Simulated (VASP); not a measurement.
Calculation: RPBE GGA, VASP's PBE PAW potentials (set 64) (plane waves; VASP).

A VASP calculation is set up with these files.

File KPOINTS:
```
k-points along high-symmetry lines
15
Line-mode
Reciprocal
  0.000000   0.000000   0.000000 ! GAMMA
  0.500000   0.000000   0.500000 ! X

  0.500000   0.000000   0.500000 ! X
  0.625000   0.250000   0.625000 ! U

  0.375000   0.375000   0.750000 ! K
  0.000000   0.000000   0.000000 ! GAMMA

  0.000000   0.000000   0.000000 ! GAMMA
  0.500000   0.500000   0.500000 ! L

  0.500000   0.500000   0.500000 ! L
  0.500000   0.250000   0.750000 ! W

  0.500000   0.250000   0.750000 ! W
  0.500000   0.000000   0.500000 ! X
```

**INCAR**
```
LMAXMIX  =  6   ! l cut-off of mixed one-centre charges
GGA  =  RP
SYSTEM  =  GdN
NELM  =  100   ! most electronic steps
ICHARG  =  11
LWAVE  =  .FALSE.
LASPH  =  .TRUE.   ! aspherical one-centre terms
ENCUT  =  520   ! plane-wave cut-off (eV)
LCHARG  =  .FALSE.
ISMEAR  =  0   ! Gaussian
PREC  =  Accurate
ALGO  =  Normal
LORBIT  =  11
EDIFF  =  1E-7   ! SCF stop (eV)
SIGMA  =  0.05   ! width (eV)
LREAL  =  .FALSE.   ! projection in real space or not
```

File POSCAR:
```
GdN
1
    0.0000000000     2.5089094122     2.5089094122
    2.5089094122     0.0000000000     2.5089094122
    2.5089094122     2.5089094122     0.0000000000
Gd N
1 1
Direct
  0.0000000000   0.0000000000   0.0000000000
  0.5000000000   0.5000000000   0.5000000000
```

POTCAR, in this order: Gd_3 N (PBE.64 set). Program: vasp_std. Read from the step before: CHGCAR.

What VASP printed:

**OUTCAR**
```
 ion  position               nearest neighbor table
   1  0.000  0.000  0.000-   2 2.51   2 2.51   2 2.51   2 2.51   2 2.51   2 2.51
   2  0.500  0.500  0.500-   1 2.51   1 2.51   1 2.51   1 2.51   1 2.51   1 2.51
  LATTYP: Found a face centered cubic cell.
 ALAT       =     5.0178188244
 Subroutine PRICEL returns:
 Original cell was already a primitive cell.
 Subroutine GETGRP returns: Found 48 space group operations
The static configuration has the point symmetry O_h .
The dynamic configuration has the point symmetry O_h .
 Subroutine INISYM returns: Found 48 space group operations
   k-points           NKPTS =     90   k-points in BZ     NKDIM =     90   number of bands    NBANDS=     11
   number of dos      NEDOS =    301   number of ions     NIONS =      2
   total plane-waves  NPLWV =  21952
   dimension x,y,z NGX =    28 NGY =   28 NGZ =   28
   dimension x,y,z NGXF=    56 NGYF=   56 NGZF=   56
   ions per type =               1   1
   PREC   = accura    normal or accurate (medium, high low for compatibility)
   ISTART =      0    job   : 0-new  1-cont  2-samecut
   ICHARG =     11    charge: 1-file 2-atom 10-const
   ISPIN  =      1    spin polarized calculation?
   LNONCOLLINEAR =      F non collinear calculations
   LSORBIT =      F    spin-orbit coupling
   INIWAV =      1    electr: 0-lowe 1-rand  2-diag
   ENCUT  =  520.0 eV  38.22 Ry    6.18 a.u.   6.60  6.60  6.60*2*pi/ulx,y,z
...
```

**OSZICAR**
```
       N       E                     dE             d eps       ncg     rms          rms(c)
DAV:   1     0.415338639324E+02    0.41534E+02   -0.67961E+03  1980   0.117E+03
DAV:   2    -0.100056974750E+02   -0.51540E+02   -0.47537E+02  2524   0.226E+02
DAV:   3    -0.128428125877E+02   -0.28371E+01   -0.26702E+01  2758   0.392E+01
DAV:   4    -0.129159938474E+02   -0.73181E-01   -0.67560E-01  2647   0.446E+00
DAV:   5    -0.129176766947E+02   -0.16828E-02   -0.16811E-02  2563   0.614E-01
DAV:   6    -0.129177220005E+02   -0.45306E-04   -0.45299E-04  2733   0.764E-02
DAV:   7    -0.129177226974E+02   -0.69693E-06   -0.69663E-06  2592   0.945E-03
DAV:   8    -0.129177227197E+02   -0.22324E-07   -0.22294E-07  2430   0.138E-03
   1 F= -.12917723E+02 E0= -.12916668E+02  d E =-.210992E-02
```

File OUTCAR:
```
 val. band max:        3.9734420527   @ k =   0.0000   0.0000   0.0000

 cond. band min:       4.0464797968   @ k =   0.5000   0.0000   0.5000



 k-point     1 :       0.0000    0.0000    0.0000
  band No.  band energies     occupation
      1     -15.9902      2.00000
      2     -15.9902      2.00000
      3     -15.9902      2.00000
      4      -8.8828      2.00000
      5       3.9734      1.82661
      6       3.9734      1.82661
      7       3.9734      1.82661
      8       6.9767      0.00000
      9       6.9767      0.00000
     10       6.9767      0.00000
     11       7.5130      0.00000

 k-point     2 :       0.0357    0.0000    0.0357
  band No.  band energies     occupation
      1     -16.0078      2.00000
      2     -15.9945      2.00000
      3     -15.9945      2.00000
      4      -8.8516      2.00000
      5       3.7828      2.00000
      6       3.9447      1.97042
      7       3.9447      1.97041
      8       6.9138      0.00000
      9       7.0614      0.00000
     10       7.0614      0.00000
     11       7.6180      0.00000

 k-point     3 :       0.0714    0.0000    0.0714
  band No.  band energies     occupation
      1     -16.0583      2.00000
      2     -16.0073      2.00000
      3     -16.0073      2.00000
      4      -8.7635      2.00000
      5       3.3238      2.00000
      6       3.8698      1.99998
      7       3.8698      1.99998
      8       6.7372      0.00000
      9       7.3023      0.00000
     10       7.3023      0.00000
     11       7.8294      0.00000

 k-point     4 :       0.1071    0.0000    0.1071
  band No.  band energies     occupation
      1     -16.1354      2.00000
      2     -16.0279      2.00000
      3     -16.0279      2.00000
      4      -8.6329      2.00000
      5       2.7770      2.00000
      6       3.7741      2.00000
      7       3.7741      2.00000
      8       6.4763      0.00000
      9       7.6689      0.00000
     10       7.6689      0.00000
...
```

The 4f electrons are frozen in the core of the lanthanide potential, so 4f levels, which can set the real gap, and their magnetism are missing. The density is held fixed in this step, so its total energy and stress have no physical meaning.

The compound is GdN in the rock salt structure. It was relaxed first.
